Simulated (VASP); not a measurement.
# TiRuN2: relaxation of cell and atoms with PBE

TiRuN2:

```
Ti Ru N
1.0
     3.01800    0.00000    0.00000
     0.00000    3.01800    0.00000
     0.00000    0.00000    4.28500
Ti Ru N
1 1 2
Direct
  0.50000 0.50000 0.50000
  0.00000 0.00000 0.00000
  0.50000 0.50000 0.00000
  0.00000 0.00000 0.50000
```

The cell was built by a generator and needn't be a form met in nature.

* Program: VASP 6.6.1
* Task: relaxation of cell and atoms
* Functional: PBE
* Potentials or basis: VASP PAW PBE potentials, release 64 (Ti_sv, Ru_pv, N)
* Cutoff: 520 eV
* k mesh: 12 × 12 × 8
* Occupations: gaussian, width 0.1 eV
* Spin: no spin polarisation
* Further INCAR settings: ALGO = Normal; EDIFF = 1e-06; IBRION = 2; EDIFFG = -0.01; NSW = 90; ISIF = 3

The relaxed volume is 9.77 Å³/atom, the relaxed cell is a = 3.025 Å, b = 3.025 Å, c = 4.273 Å, α = 90.00°, β = 90.00°, γ = 90.00° and the space group after relaxing (to 0.05 Å) is P4/mmm (No. 123). The energy gained by relaxing is 0.2 meV/atom. The ionic steps are 5 and the pressure after relaxing is 0.0 GPa. The band gap on the k mesh is none (metal or under the smearing width).

Step by step:
```
step  energy change (eV)  largest force (eV/Å)  pressure (GPa)  volume (Å³)
   1              0.0000                0.0000            0.48        39.03
   2             -0.0006                0.0000           -0.74        39.20
   3             -0.0008                0.0000           -0.39        39.14
   4             -0.0008                0.0000            0.35        39.04
   5             -0.0009                0.0000            0.03        39.09
```

Final structure:
```
Ti Ru N
1.0
     3.02469    0.00000    0.00000
     0.00000    3.02469    0.00000
     0.00000    0.00000    4.27307
Ti Ru N
1 1 2
Direct
  0.50000 0.50000 0.50000
  0.00000 0.00000 0.00000
  0.50000 0.50000 0.00000
  0.00000 0.00000 0.50000
```

Levels at points of the mesh, in eV from the Fermi level:
```
           k point  band 15  band 16  band 17  band 18  band 19  band 20  band 21  band 22
(0.00, 0.00, 0.00)    -2.23    -2.09    -2.09    -2.09    -1.53    -1.23    -0.97     1.21
(0.50, 0.00, 0.00)    -5.03    -1.46    -0.46     0.39     0.88     1.28     1.55     1.69
(0.50, 0.50, 0.00)    -3.26    -3.26    -3.16    -0.39     0.12     0.55     1.48     1.48
(0.00, 0.00, 0.50)    -3.38    -3.38    -1.82    -1.44     0.21     0.21     1.07     1.73
(0.50, 0.00, 0.50)    -5.36    -0.39    -0.30     0.31     1.46     1.97     2.00     5.01
(0.50, 0.50, 0.50)    -5.21    -0.68    -0.68     0.13     0.84     0.84     1.20     2.36
```

It took 72 s on 4 MPI ranks on Intel(R) Xeon(R) Platinum 8259CL CPU @ 2.50GHz (Skylake/Cascade Lake) (shared host), peak memory 0.25 GiB a rank.
